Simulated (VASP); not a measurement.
**ZnO: band gap against strain**

ZnO (wurtzite, P6_3mc, 11.424 Å³/atom and stress up to 0.27 GPa in the relaxed cell, c along z) under an equal strain ε along x and y, with z held. LDA in VASP (plane waves, PAW), 600 eV, 12×12×6 Γ-centred mesh, Gaussian smearing 0.05 eV; ions are relaxed, or left where forces stay under 0.02 eV/Å, within the symmetry of each cell. Gaps are the smallest on the run's k-mesh, which can miss an edge that lies off it, without spin-orbit coupling; in all rows the valence edge lies at Γ and the conduction edge at Γ.

Here s stands for strain and Eg for gap.

| strain (%) | gap (eV) |
|---|---|
| 0.00 | 0.798 |
| 0.50 | 0.788 |
| 1.00 | 0.778 |
| 1.50 | 0.768 |
| 3.00 | ? |

Question: Using a straight line, estimate the missing Eg at s = 3.00 from the other rows, showing the fit.

Answer: Means: s 0.75000, Eg 0.7830. About the means, the sum of products is -0.025000 and the sum of squares of s is 1.2500; the slope is their ratio. Least squares gives Eg = 0.7980 - 0.02000·s. Residuals (row less fit): 0.0000, 0.0000, 0.0000, 0.0000; standard error 0.0000 (degrees of freedom: 2). Over these rows the gap moves by -2.000 ± 0.001 eV per unit strain. At the withheld row, Eg = 0.7980 - 0.02000 × 3.0 = 0.7380 eV. The calculation gives 0.736 eV, 0.0020 eV below the prediction (3.2 % of the range of Eg in the table). The row lies outside the fitted rows, so this is an extrapolation. The scatter of the fitted rows lies at the last printed digit.

A polynomial of degree 2 through the 6 other runs of the series gives 0.736 there, so most of the miss is curvature that the fit leaves out. Rows are the converged runs of the series near zero and its far end; series whose fitted rows scatter by over a few per cent of the range, as at a crossing or softening among them, aren't shown in this form, nor equations of state whose B0' disagrees with the runs' pressures. Most that stay on the fit to the last digits aren't either.
